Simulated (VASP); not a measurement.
Al:

```
CELL_PARAMETERS angstrom
0.00000 2.02481 2.02481
2.02481 0.00000 2.02481
2.02481 2.02481 0.00000
ATOMIC_POSITIONS crystal
Al 0.00000 0.00000 0.00000
```

```yaml
Program: VASP 6.6.1
Task: relaxation of cell and atoms
Functional: LDA
Potentials_or_basis: VASP PAW LDA potentials, release 64 (Al)
Cutoff: 600 eV
k_mesh: 18 × 18 × 18
Occupations: methfessel-paxton, width 0.1 eV
Spin: no spin polarisation
```

At the start: pressure -3.5 GPa; volume 16.60 Å³/atom.

**Question.** Where does the relaxation end?

**Answer.** Over 3 steps the energy falls by 9.0 meV/atom and the volume is 15.82 Å³/atom (-4.7 %); space group Fm-3m (No. 225, to 0.05 Å).

The path:
| step | energy change (eV) | largest force (eV/Å) | pressure (GPa) | volume (Å³) |
| --- | --- | --- | --- | --- |
| 1 | 0.0000 | 0.0000 | -3.55 | 16.60 |
| 2 | -0.0089 | 0.0000 | 0.43 | 15.73 |
| 3 | -0.0090 | 0.0000 | 0.00 | 15.82 |

Final structure:
```xyz
1
Lattice="0.0000 1.9924 1.9924 1.9924 0.0000 1.9924 1.9924 1.9924 0.0000" Properties=species:S:1:pos:R:3 pbc="T T T"
Al    0.0000    0.0000    0.0000
```
